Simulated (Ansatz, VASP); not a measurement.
# SnTeS in two plane-wave programs, part 2 of 2

Wanted: the spread between two codes on one cell, functional and k mesh. The structure shown is the start of the Ansatz relaxation below; VASP solves that cell, so the two are compared at the walk's first step.

VASP 6.6.1 and Ansatz 0.2.0.

So far. Step 3 (VASP: single point, PBE, start cell, pair 1): The run ends at a pressure of 0.58 GPa, with forces up to 0.14 eV/Å.

## Step 6: VASP: single point, PBE, start cell, pair 2

Level of this step: PBE; plane waves and PAW (Sn_d, S, Te) (VASP).

The same cell, functional, mesh and smearing now go to VASP, with its own data sets.

INCAR reads:

```
SYSTEM = SnTeS
PREC = Accurate
ENCUT = 400
EDIFF = 1E-06
NELM = 120
ISMEAR = 1
SIGMA = 0.2
LREAL = .FALSE.
ALGO = Normal
GGA = PE
NBANDS = 19
LORBIT = 11
LWAVE = .FALSE.
LCHARG = .FALSE.
ISIF = 2
LDIPOL = .TRUE.
IDIPOL = 3
DIPOL = 0.5 0.5 0.332
LVHAR = .TRUE.
LASPH = .TRUE.
GGA_COMPAT = .FALSE.
NELMDL = -8
KPAR = 2
```

POSCAR reads:

```
SnTeS
1.0
    3.8171894170      0.0000000000      0.0000000000
   -1.9085947085      3.3057830062      0.0000000000
    0.0000000000      0.0000000000     30.0000000000
Sn S Te
1 1 1
Direct
    0.0000000000      0.0000000000      0.3376637667
    0.3333333333      0.6666666667      0.3853495333
    0.6666666667      0.3333333333      0.2736533667
```

KPOINTS reads:

```
Automatic mesh
0
Gamma
12 12 1
0 0 0
```

PAW data sets: Sn_d, S and Te (PBE family, release 64).

The run is started by

```
mpirun -np 2 vasp_std
```

Numbers of over 12 decimals in the logs are rounded to 6 here.

Output:

```text
[... set-up lines as in an earlier step ...]
 entering main loop
       N       E                     dE             d eps       ncg     rms          rms(c)
DAV:   1     0.160162723550E+03    0.16016E+03   -0.92463E+03   874   0.828E+02
DAV:   2     0.635118898237E+01   -0.15381E+03   -0.15021E+03   945   0.210E+02
DAV:   3    -0.113505840030E+02   -0.17702E+02   -0.17634E+02   951   0.806E+01
DAV:   4    -0.118199112675E+02   -0.46933E+00   -0.46854E+00  1069   0.160E+01
[...]
DAV:  24    -0.115111429067E+02   -0.48074E-05   -0.20467E-07   762   0.267E-03    0.755E-04
DAV:  25    -0.115111462120E+02   -0.33052E-05   -0.55209E-08   761   0.913E-04    0.133E-03
DAV:  26    -0.115111472008E+02   -0.98884E-06   -0.46461E-09   682   0.323E-04
   1 F= -.11511147E+02 E0= -.11510693E+02  d E =-.136115E-02
```

Parts of OUTCAR (step 6):

```text
  Total        1.2338264      1.2338264      0.4076454      0.0000000      0.0000000      0.0000000
  in kB        5.2218612      5.2218612      1.7252571      0.0000000      0.0000000      0.0000000
  external PRESSURE =       4.0563265 kB  Pullay stress =       0.0000000 kB

 POSITION                                       TOTAL-FORCE (eV/Angst)
 -----------------------------------------------------------------------------------
      0.00000      0.00000     10.12991        -0.000000     -0.000000      0.032364
     -0.00000      2.20386     11.56049        -0.000000      0.000000      0.110077
      1.90859      1.10193      8.20960         0.000000     -0.000000     -0.142441
 -----------------------------------------------------------------------------------
    total drift:                               -0.000000     -0.000000     -0.002356

  FREE ENERGIE OF THE ION-ELECTRON SYSTEM (eV)
  ---------------------------------------------------
  free  energy   TOTEN  =       -11.5111472008 eV

  energy  without entropy=      -11.5097860503  energy(sigma->0) =      -11.51069348

[... 1 part as in an earlier step ...]

[... 2 further parts left out ...]
[key lines of the parts left out:]
E-fermi :  -2.6493
```

The run ends at a pressure of 0.41 GPa, with forces up to 0.14 eV/Å.

## Step 7: Differences

What differs besides the data sets and the points named for the pairs above, as far as they apply: the data sets hold 36 valence electrons in Ansatz (on its PAW soft_1 files) and 26 in VASP. Total energies have different zeros and are not compared.

Forces (eV/Å; atoms numbered as in POSCAR):

```csv
atom,"Ansatz x, y, z","VASP x, y, z"
Sn1,"0.000, 0.000, 0.027","0.000, 0.000, 0.032"
S2,"0.000, 0.000, 0.107","0.000, 0.000, 0.110"
Te3,"0.000, 0.000, -0.135","0.000, 0.000, -0.142"
```

The forces differ by 3.2 meV/Å r.m.s., which is 5.3 % of the r.m.s. force of 0.061 eV/Å (both taken over all components). With vacuum in the cell, a pressure given here is an average over mostly empty space and none of the material.

## Step 8: Ansatz: relaxation, PBE

The two programs are compared at the cell with which this relaxation starts, whose forces are those of its first step.

The structure compared here is the start of the Ansatz relaxation; VASP solves that cell, so the two are compared at the walk's first step.

input.yaml reads:

```yaml
crystal:
  lattice:
    - [3.8561403294, 0.0, 0.0]
    - [-1.9280701647, 3.3395154858, 0.0]
    - [0.0, 0.0, 30.0]
  atoms:
    - { symbol: Sn, position: [0.0, 0.0, 0.3374835648] }
    - { symbol: S, position: [0.3333333333, 0.6666666667, 0.3848550529] }
    - { symbol: Te, position: [0.6666666667, 0.3333333333, 0.2743280489] }
  periodic: [true, true, false]
kpoints:
  mp_grid: { grid: [12, 12, 1] }
hamiltonian:
  xc: pbe
  pseudopotentials: { kind: paw, azcp: { folder: soft_1 } }
scf:
  occupations: { method: methfessel_paxton, width: 0.2 }
output:
  forces: true
  stress: true
  eigenvalues: true
relax:
  adjacent_minimum: "off"
  f_tol: 0.001
  max_steps: 60
```

The run is started by

```
ansatz run input.yaml --threads 8 --pin off --max-ram 16384MiB --backend cpu --events-out ev --progress --plain --runs-dir out
```

Output:

```text
[...]
Crystal: 3 atoms, lattice volume = 386.329 Å³
Basis set: ecut = 420 eV, 7601 PW (Γ), exchange–correlation on 54×54×432 points (8 copies of the dense FFT grid, shifted against one another)
Bands: 22, of which v1, the nominal top of the filled ones, is band 18 counted from 1 (17 counted from 0)
Symmetry: 6 space group operations
[...]
--- Relaxed structure (5 steps of the walk, 4 accepted, 0 SCFs on fresh bases) ---
  F+E_penalty+E_count = -13906.83698217 eV   max|allowed force component| = 8.703e-5 eV/Å
  cell:  # Å, volume = 386.3292 Å³
    - [3.856140, 0.0, 0.0]
    - [-1.928070, 3.339515, 0.0]
    - [0.0, 0.0, 30.0]
  atoms:
    - { symbol: Sn, position: [2.0966654511484646e-19, 0, 0.337664] }
    - { symbol: S, position: [0.333333, 0.666667, 0.385350] }
    - { symbol: Te, position: [0.666667, 0.333333, 0.273653] }
[key lines of the parts left out:]
SCF converged after 5 iterations
Free energy (F): -13906.836982 eV
Fermi energy:    -5.127063 eV
P = ½ c Tr σ = 0.6287 N/m
```

## Step 9: VASP: single point, PBE, start cell, pair 3

The same cell, functional, mesh and smearing now go to VASP, with its own data sets.

INCAR is that of step 6.

POSCAR reads:

```
SnTeS
1.0
    3.8561403294      0.0000000000      0.0000000000
   -1.9280701647      3.3395154858      0.0000000000
    0.0000000000      0.0000000000     30.0000000000
Sn S Te
1 1 1
Direct
    0.0000000000      0.0000000000      0.3374835667
    0.3333333333      0.6666666667      0.3848550667
    0.6666666667      0.3333333333      0.2743280333
```

KPOINTS is that of step 6.

The run is started by

```
mpirun -np 2 vasp_std
```

Output:

```text
[... set-up lines as in an earlier step ...]
 entering main loop
       N       E                     dE             d eps       ncg     rms          rms(c)
DAV:   1     0.157968598661E+03    0.15797E+03   -0.93553E+03   874   0.836E+02
DAV:   2     0.565646586836E+01   -0.15231E+03   -0.14967E+03   931   0.208E+02
DAV:   3    -0.113310930689E+02   -0.16988E+02   -0.16892E+02   950   0.796E+01
DAV:   4    -0.118414333688E+02   -0.51034E+00   -0.50915E+00  1013   0.167E+01
[...]
DAV:  24    -0.115264830505E+02   -0.21973E-05   -0.19188E-07   727   0.209E-03    0.646E-04
DAV:  25    -0.115264865850E+02   -0.35345E-05   -0.76222E-08   729   0.113E-03    0.118E-03
DAV:  26    -0.115264872158E+02   -0.63086E-06   -0.50166E-09   677   0.445E-04
   1 F= -.11526487E+02 E0= -.11526224E+02  d E =-.788700E-03
```

Parts of OUTCAR (step 9):

```text
  Total        0.6932899      0.6932899      0.3955910     -0.0000000      0.0000000      0.0000000
  in kB        2.8751990      2.8751990      1.6405877     -0.0000000      0.0000000      0.0000000
  external PRESSURE =       2.4636619 kB  Pullay stress =       0.0000000 kB

 POSITION                                       TOTAL-FORCE (eV/Angst)
 -----------------------------------------------------------------------------------
      0.00000      0.00000     10.12451         0.000000      0.000000      0.036600
     -0.00000      2.22634     11.54565        -0.000000     -0.000000      0.105303
      1.92807      1.11317      8.22984        -0.000000     -0.000000     -0.141903
 -----------------------------------------------------------------------------------
    total drift:                                0.000000     -0.000000     -0.001973

  FREE ENERGIE OF THE ION-ELECTRON SYSTEM (eV)
  ---------------------------------------------------
  free  energy   TOTEN  =       -11.5264872158 eV

  energy  without entropy=      -11.5256985159  energy(sigma->0) =      -11.52622432

[... 1 part as in an earlier step ...]

[... 2 further parts left out ...]
[key lines of the parts left out:]
E-fermi :  -2.7804
```

The run ends at a pressure of 0.25 GPa, with forces up to 0.14 eV/Å.

## Step 10: Comparison

What differs besides the data sets and the points named for the pairs above, as far as they apply: the data sets hold 36 valence electrons in Ansatz (on its PAW soft_1 files) and 26 in VASP. Total energies have different zeros and are not compared.

Forces (eV/Å; atoms numbered as in POSCAR):

```csv
atom,"Ansatz x, y, z","VASP x, y, z"
Sn1,"0.000, 0.000, 0.032","0.000, 0.000, 0.037"
S2,"0.000, 0.000, 0.102","0.000, 0.000, 0.105"
Te3,"0.000, 0.000, -0.134","0.000, 0.000, -0.142"
```

The forces differ by 3.2 meV/Å r.m.s., which is 5.4 % of the r.m.s. force of 0.060 eV/Å (both taken over all components). With vacuum in the cell, a pressure given here is an average over mostly empty space and none of the material.

## Step 11: Results

* r.m.s. force difference (single point, PBE, start cell, pair 1): 3.5 meV/Å
* r.m.s. force difference (single point, PBE, start cell, pair 2): 3.2 meV/Å
* r.m.s. force difference (single point, PBE, start cell, pair 3): 3.2 meV/Å

In words: The r.m.s. force difference is 3.5 meV/Å (single point, PBE, start cell, pair 1), within the 12 meV/Å picked in this series as the mark of a large difference. The data sets hold unlike numbers of valence electrons (36 in Ansatz and 26 in VASP), so part of the differences comes from the potentials. 12 further runs of this series are not shown here. How closely two codes agree says nothing of how well the functional describes the real material.

[Lines on the potential files, build, host, timing and source positions are cut from VASP's logs without a mark.]

[Logs are printed without paths, hosts, clocks, repeated set-up lines and the standing remarks that a program may print on its own settings, such as how far it seeks lower states.]

[Hosts, paths, dates, database ids (printed as entryN), source tags and the programs' standing remarks are cut or masked in the printed files.]
